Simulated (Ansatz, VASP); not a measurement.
# LuCuSeS: VASP beside Ansatz, part 2 of 2

Wanted: the spread between two codes on one cell, functional and k mesh. The cell is invented: As first built, before any earlier steps moved the atoms (in the runner's words): Se for half of the S in the LuCuS2 structure of space group P3m1. It may not be a known or stable phase. The two relaxations start from unlike cells of this crystal (the structure described is Ansatz's start), so only their ends are compared.

VASP 6.6.1 and Ansatz 0.2.0.

So far: Set-up; VASP: relaxation of cell and atoms, PBE.

## (3) Ansatz: relaxation of cell and atoms, PBE

Level of this step: Ansatz beside VASP: Kohn-Sham DFT, plane waves, PBE (Ansatz).

Ansatz runs on its default PAW (the set named soft_2) files.

Its own start cell and the same functional, mesh and smearing now go to Ansatz, which takes its cutoff from its data sets.

The input, input.yaml:

```yaml
crystal:
  lattice:
    - [3.888005869, 0.0, 0.0]
    - [-1.9440029345, 3.3671118526, 0.0]
    - [0.0, 0.0, 6.1577494562]
  atoms:
    - { symbol: Lu, position: [0.3333333333, 0.6666666667, 0.0028656] }
    - { symbol: Cu, position: [0.6666666667, 0.3333333333, 0.3976766] }
    - { symbol: Se, position: [0.6666666667, 0.3333333333, 0.77342986] }
    - { symbol: S, position: [0.0, 0.0, 0.26902794] }
kpoints:
  mp_grid: { grid: [6, 6, 4] }
scf:
  occupations: { method: gaussian, width: 0.03 }
hamiltonian:
  xc: pbe
output:
  forces: true
  stress: true
relax:
  f_tol: 0.02
  max_steps: 60
  cell: {}
```

The run is started by

```
> ansatz run input.yaml --threads 2 --pin off --max-ram 4096MiB --backend cpu --events-out ev --progress --plain --runs-dir out
```

Numbers of over 12 decimals in the logs are rounded to 6 here.

Log:

```text
Engine: ansatz 0.2.0, aarch64-unknown-linux-gnu
Pseudopotentials: kind: paw
Pseudopotential: Lu, paw, valence charge 25, recommended cutoff 420 eV (normal), Lu.paw.azcp
Pseudopotential: Cu, paw, valence charge 19, recommended cutoff 420 eV (normal), Cu.paw.azcp
Pseudopotential: Se, paw, valence charge 16, recommended cutoff 420 eV (normal), Se.paw.azcp
Pseudopotential: S, paw, valence charge 6, recommended cutoff 420 eV (normal), S.paw.azcp
Functional definition: PBE
  parameter kappa = 0.804
  parameter beta = 0.066725
  exchange = pbe_x(kappa = kappa, mu = beta*pi^2/3)
  correlation = pbe_c(beta = beta)
Crystal: 4 atoms, lattice volume = 80.613 Å³
Basis set: ecut = 420 eV, 1581 PW (Γ), exchange–correlation on 54×54×90 points (8 copies of the dense FFT grid, shifted against one another)
Bands: 40, of which v1, the nominal top of the filled ones, is band 33 counted from 1 (32 counted from 0)
Symmetry: 6 space group operations
Space group: P3m1 (ITA 156), of the structure as read, at distance tolerance 4.3e-5 Å
k-points: 24 of 144 (time reversal used)
Non-local potential: Lu, projectors of the file, l = 0: 3, l = 1: 2, l = 2: 2, l = 3: 3
Non-local potential: Cu, projectors of the file, l = 0: 3, l = 1: 2, l = 2: 3, l = 3: 1
Non-local potential: Se, projectors of the file, l = 0: 2, l = 1: 2, l = 2: 3, l = 3: 1
Non-local potential: S, projectors of the file, l = 0: 2, l = 1: 2, l = 2: 2
PAW form: soft (Blöchl's): semilocal exchange-correlation on the pseudo side does not see the compensation charge
PAW one-centre angular grid: Lu, 590 points (default); XC on 64 Gauss nodes
PAW one-centre angular grid: Cu, 590 points (default); XC on 64 Gauss nodes
PAW one-centre angular grid: Se, 590 points (default); XC on 64 Gauss nodes
PAW one-centre angular grid: S, 110 points (default); XC on 64 Gauss nodes
Initial density: superposition of atomic densities (neutral atoms: chi_scale 0, normalization atom), corrected by the library's trained network
Initial wavefunctions: pseudopotential atomic-orbital guess
Functional: x = pbe(κ = 0.804, μ = 0.219515), c = pbe(β = 0.066725)
SCF iter   1: F=—  HF=-27733.517420 eV  |F-HF|=—  |Δ(HF+E_count)|=         —  Δρ=1.47e-3  dr2=1.60e-3  ethr=1.77e-3  ⟨swp⟩=6.5  Hψ=4540  notcnv=0  defer=1
preconditioner: auto → Resta (q_TF=auto, 2.639 Å⁻¹)  ε∞=6.7  [insulator: Δε(μ)=1.230 eV  Ē_g=11.700 eV  σ=0.030 eV  W_gap=1.00  n_scr=22 (ndim 8)  ℏωp=28.1 eV  f_vac=0.076  D(μ)=0.00/eV (n_scr^D=0)  ε∞_Penn≈6.7]
SCF iter   2: F=—  HF=-27733.515686 eV  |F-HF|=—  |Δ(HF+E_count)|=   1.73e-3  Δρ=9.00e-4  dr2=5.58e-4  ethr=2.42e-6  ⟨swp⟩=3.2  Hψ=2670  notcnv=0  defer=47
SCF iter   3: F=—  HF=-27733.515695 eV  |F-HF|=—  |Δ(HF+E_count)|=   8.74e-6  Δρ=8.05e-4  dr2=4.06e-4  ethr=8.46e-7  ⟨swp⟩=2.0  Hψ=1655  notcnv=0  defer=47
SCF iter   4: F=—  HF=-27733.515728 eV  |F-HF|=—  |Δ(HF+E_count)|=   3.24e-5  Δρ=2.71e-4  dr2=5.14e-5  ethr=6.15e-7  ⟨swp⟩=2.0  Hψ=1591  notcnv=0  defer=47
SCF iter   5: F=—  HF=-27733.515706 eV  |F-HF|=—  |Δ(HF+E_count)|=   2.13e-5  Δρ=1.18e-4  dr2=1.43e-5  ethr=7.78e-8  ⟨swp⟩=2.1  Hψ=1705  notcnv=0  defer=47
SCF iter   6: F=—  HF=-27733.515710 eV  |F-HF|=—  |Δ(HF+E_count)|=   3.83e-6  Δρ=6.00e-5  dr2=4.08e-6  ethr=2.17e-8  ⟨swp⟩=2.0  Hψ=1271  notcnv=0  defer=47
SCF iter   7: F=—  HF=-27733.515712 eV  |F-HF|=—  |Δ(HF+E_count)|=   1.90e-6  Δρ=2.11e-5  dr2=3.74e-7  ethr=6.18e-9  ⟨swp⟩=2.0  Hψ=1510  notcnv=0  defer=47
SCF iter   8: F=-27733.515712 eV  HF=-27733.515712 eV  |F-HF|=1.54e-9  |Δ(HF+E_count)|=   3.13e-7  Δρ=1.07e-5  dr2=9.14e-8  ethr=1.52e-10  ⟨swp⟩=6.4  Hψ=5149  notcnv=0
SCF 1 converged in 8 iterations: F = -27733.515712 eV  dr2 = 9.14e-8
  greatest PAW one-centre occupation: 1.000 electrons in one spin orbital (limit 2), on the Cu atom at site 1 (counted from 0), in its partial waves of l = 0
relax step   1: F+E_penalty+E_count = -27733.51571234 eV  Δ(F+E_penalty+E_count) = +0.000e0 eV  max|allowed force component| = 1.362e0 eV/Å  Δτ_max = 0.0000 Å  P = +4.597 GPa  Ω = 80.613 Å³  (8 SCF iters, dr2 threshold 1.00e-7 eV, accepted)
[...]
relax step   4: F+E_penalty+E_count = -27733.66489919 eV  Δ(F+E_penalty+E_count) = -7.698e-3 eV  max|allowed force component| = 1.413e-1 eV/Å  Δτ_max = 0.0077 Å  P = -0.181 GPa  Ω = 84.122 Å³  energy of the carried Pulay correction = -1.070e-3 eV  (7 SCF iters, dr2 threshold 4.00e-7 eV, accepted)
[...]
relax step   5: F+E_penalty+E_count = -27733.66685536 eV  Δ(F+E_penalty+E_count) = -1.956e-3 eV  max|allowed force component| = 7.591e-2 eV/Å  Δτ_max = 0.0134 Å  P = -0.016 GPa  Ω = 83.987 Å³  energy of the carried Pulay correction = -1.030e-3 eV  (7 SCF iters, dr2 threshold 4.00e-7 eV, accepted)
[...]
relax step   6: F+E_penalty+E_count = -27733.66762590 eV  Δ(F+E_penalty+E_count) = -7.705e-4 eV  max|allowed force component| = 1.872e-2 eV/Å  Δτ_max = 0.0103 Å  P = -0.029 GPa  Ω = 83.947 Å³  energy of the carried Pulay correction = -1.018e-3 eV  (7 SCF iters, dr2 threshold 3.60e-7 eV, accepted)
[...]
relax step   7: F+E_penalty+E_count = -27733.66862226 eV  Δ(F+E_penalty+E_count) = -9.964e-4 eV  max|allowed force component| = 1.868e-2 eV/Å  Δτ_max = 0.0000 Å  P = -0.032 GPa  Ω = 83.947 Å³  stress off target by 4.09e-2 GPa  SCF on the basis re-selected at this cell (its energy is not comparable with the rows above)  (10 SCF iters)
basis re-selected at this cell: Δ(F+E_penalty+E_count) = -9.964e-4 eV, ΔP = -0.003 GPa vs the last step (what re-selecting the basis moved, of the pressure what is left beyond the Pulay correction that the steps carried, after the strain that the cell walked since its last selection, with what the two solves' SCF thresholds leave and, on support functions, any second-order correction that the steps lacked; it is no m [...]
SCF converged after 10 iterations
Free energy (F): -27733.668622 eV
Harris-Foulkes:  -27733.668622 eV  (|F-HF|=3.64e-12)
Internal energy: -27733.668622 eV  (E = F + TS)
E sigma→0 (E₀):  -27733.668622 eV
Fermi energy:    11.400490 eV
--- Per-component energies (eV) ---
  E_band       = -850.074698
  E_kinetic    = 946.297824
  E_local      = -15076.096930  (includes V_loc(G=0)·N_el)
  E_nonlocal   = 405.950987
  E_hartree    = 6665.526320
  E_xc         = -509.913546
  E_vxc        = -560.662837  (∫ρ·V_xc dr)
  E_paw        = -11555.026146  (= ΣΔE_a)
  E_vpaw       = 103.383616  (= ΣTr[D̂ρ^β])
  E_aug_tail   = -0.000260  (compensation charges beyond the density's cutoff)
  E_ewald      = -8610.406873
  E_smearing   = -0.000000  (= −TS)
  E_closure    = -0.000000  (closes the sum)
  Σ components = -27733.668622   (vs F -27733.668622, Δ=0.00e0)
--- Forces (eV/Å), atoms counted from 1 ---
  atom   1  Lu     0.00000000     0.00000000    -0.00386989
  atom   2  Cu    -0.00000000    -0.00000000    -0.00391218
  atom   3  Se     0.00000000     0.00000000    -0.01090044
  atom   4  S     -0.00000000    -0.00000000     0.01868211
  max |Σ_I F_I| component: 3.88e-7 eV/Å
--- Stress (GPa, compression-positive) ---
       -0.040863       0.000000      -0.000000
        0.000000      -0.040863       0.000000
       -0.000000       0.000000      -0.014473
  P = ⅓ Tr σ = -0.0321 GPa (-0.321 kbar)
--- Relaxed structure (6 steps of the walk, 5 accepted, 1 SCFs on fresh bases) ---
  F+E_penalty+E_count = -27733.66862226 eV   max|allowed force component| = 1.868e-2 eV/Å   (the final SCF, on the basis selected at the relaxed cell)
  cell:  # Å, volume = 83.9475 Å³
    - [3.917583, 1.094562794461971e-18, 2.1391016923026718e-17]
    - [-1.958791, 3.392726, -1.0695508461513351e-17]
    - [3.387868415423555e-17, 0, 6.315977]
  atoms:
    - { symbol: Lu, position: [0.333333, 0.666667, 0.017577] }
    - { symbol: Cu, position: [0.666667, 0.333333, 0.383371] }
    - { symbol: Se, position: [0.666667, 0.333333, 0.770688] }
    - { symbol: S, position: [-2.2518300312435355e-17, -1.8503717076008887e-17, 0.271364] }
```

Reading the cycles: dr2 is the Hartree energy of the density residual (eV), the measure of convergence; HF is the Harris–Foulkes estimate of the energy, which meets the free energy F at convergence.

## (4) Comparison

Known differences besides the potentials themselves: the data sets hold 66 valence electrons in Ansatz (on its default PAW (the set named soft_2) files) and 32 in VASP; the cutoff is 420 eV in Ansatz and 600 eV in VASP; Ansatz adds a Pulay correction to the stress that steers its cell, VASP none. Total energies have different zeros and are not compared.

Both answers:

```csv
quantity,Ansatz,VASP,difference
volume (Å³),83.95,83.75,+0.23 %
"edge a after relaxation, in the typed setting (Å)",3.918,3.915,+0.08 %
"edge c after relaxation, in the typed setting (Å)",6.316,6.311,+0.08 %
```

## (5) What came out

```yaml
difference_in_volume_relaxation_of_cell_and_atoms_pbe: 0.23 %
```

**Reading.** The difference in volume is 0.23 % (relaxation of cell and atoms, PBE), within the 1.2 % picked in this series as the mark of a large difference, as far as the stopping tolerances let one tell. The data sets hold unlike numbers of valence electrons (66 in Ansatz and 32 in VASP), so part of the differences comes from the potentials. Such differences can come from data sets, numerical settings and the points named under the comparisons, not from the functional's error against experiment.

[Lines on the potential files, build, host, timing and source positions are cut from VASP's logs without a mark.]

[Logs are printed without paths, hosts, clocks, repeated set-up lines and the standing remarks that a program may print on its own settings, such as how far it seeks lower states.]

[Hosts, paths, dates, database ids (printed as entryN), source tags and the programs' standing remarks are cut or masked in the printed files.]
